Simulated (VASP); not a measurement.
Wanted: the native input for a VASP 6.6.1 run.

- Task: dielectric tensor
- Functional: PBE
- Potentials or basis: VASP PAW PBE potentials, release 64 (Rb_sv, Sn_d, N)
- Cutoff: 520 eV
- k mesh: 3 × 3 × 1, shifted
- Occupations: gaussian, width 0.01 eV
- Spin: no spin polarisation
- Dipole correction: no
- Further INCAR settings: ALGO = Normal; EDIFF = 1e-08; ISYM = 0

The structure of RbSnN lies in POSCAR:

```
RbSnN
1.0
    3.5112670000      0.0000000000      0.0000000000
   -1.7556330000      3.0408460000      0.0000000000
    0.0000000000      0.0000000000     12.7915030000
Rb Sn N
2 2 2
Direct
    0.6666666667      0.3333333333      0.7495550000
    0.3333333333      0.6666666667      0.2495550000
    0.0000000000      0.0000000000      0.5067730000
    0.0000000000      0.0000000000      0.0067730000
    0.3333333333      0.6666666667      0.5883120000
    0.6666666667      0.3333333333      0.0883120000
```

The cell comes from a database or a generator and needn't be the stable form of this composition.

One way to write it, as run:

INCAR

```
SYSTEM = RbSnN
ALGO = Normal ; EDIFF = 1E-8
ENCUT = 520 ; GGA = PE
ISIF = 2 ; ISMEAR = 0
ISYM = 0 ; LASPH = .TRUE.
LCHARG = .FALSE. ; LEPSILON = .TRUE.
LREAL = .FALSE. ; LWAVE = .FALSE.
NELM = 100 ; PREC = Accurate
SIGMA = 0.01
```

KPOINTS

```
Automatic mesh
0
Gamma
  3 3 1
  0.5 0.5 0.5
```

Potentials or basis: VASP PAW PBE potentials, release 64 (Rb_sv, Sn_d, N).

The run is started by

```console
$ cat potpaw_PBE.64/Rb_sv/POTCAR potpaw_PBE.64/Sn_d/POTCAR potpaw_PBE.64/N/POTCAR > POTCAR
$ mpirun -np 1 vasp_std > vasp.out
```

It gave:

```
Band gap on the k mesh                  : 1.80 eV, indirect (least direct gap 2.11 eV)
Electronic dielectric tensor (diagonal) : 7.79, 7.79, 5.98
Born charges (mean of the diagonal)     : Rb +1.08; Sn +1.71, +1.72; N -2.80 e
```

Caveat: the k mesh is coarse (spacing up to 0.69 Å⁻¹), so the values aren't converged; spin-orbit coupling is left out, which moves the levels of the heavy elements.

Wall time 39 min on 1 thread of Intel(R) Xeon(R) Platinum 8375C CPU @ 2.90GHz (Ice Lake), on a shared host, peak memory 0.41 GiB.
